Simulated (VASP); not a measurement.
OSZICAR of a VASP run on Hg4Pt (space group Im-3m):

**OSZICAR**
```
       N       E                     dE             d eps       ncg     rms          rms(c)
DAV:   1     0.454065088735E+03    0.45407E+03   -0.28129E+04  1088   0.153E+03
DAV:   2     0.970430768981E+01   -0.44436E+03   -0.43138E+03  1132   0.403E+02
DAV:   3    -0.103220968046E+02   -0.20026E+02   -0.19697E+02  1236   0.863E+01
DAV:   4    -0.105199125163E+02   -0.19782E+00   -0.19751E+00  1188   0.727E+00
DAV:   5    -0.105215263207E+02   -0.16138E-02   -0.16136E-02  1176   0.687E-01    0.136E+01
DAV:   6    -0.994017413488E+01    0.58135E+00   -0.11532E+00  1118   0.936E+00    0.898E+00
DAV:   7    -0.981946416977E+01    0.12071E+00   -0.42073E-01  1160   0.417E+00    0.279E+00
DAV:   8    -0.981515034188E+01    0.43138E-02   -0.49048E-02  1198   0.182E+00    0.288E-01
DAV:   9    -0.981483220231E+01    0.31814E-03   -0.30214E-03  1180   0.319E-01    0.206E-01
DAV:  10    -0.981481560815E+01    0.16594E-04   -0.41928E-04  1152   0.155E-01    0.947E-02
DAV:  11    -0.981482028627E+01   -0.46781E-05   -0.96027E-05  1150   0.841E-02    0.138E-02
DAV:  12    -0.981482015811E+01    0.12816E-06   -0.28509E-06  1176   0.107E-02    0.375E-03
DAV:  13    -0.981482080161E+01   -0.64350E-06   -0.43020E-07   978   0.416E-03    0.104E-03
DAV:  14    -0.981482074799E+01    0.53615E-07   -0.21419E-08   590   0.104E-03
   1 F= -.98148207E+01 E0= -.98139956E+01  d E =-.247531E-02
```

Which electronic solver shows in the log?

It is blocked Davidson (ALGO = Normal, or the opening steps of other solvers). The INCAR had ALGO = Normal.

Can the final energy be trusted as converged?

Self-consistency was reached. It stopped with EDIFF = 1E-7, NELM = 100 (PBEsol GGA, plane waves, VASP's PBE PAW potentials (set 64)).

The structure comes from a computed database's Hg4Pt entry (Im-3m); how it stands against other phases isn't given here. It was relaxed first.
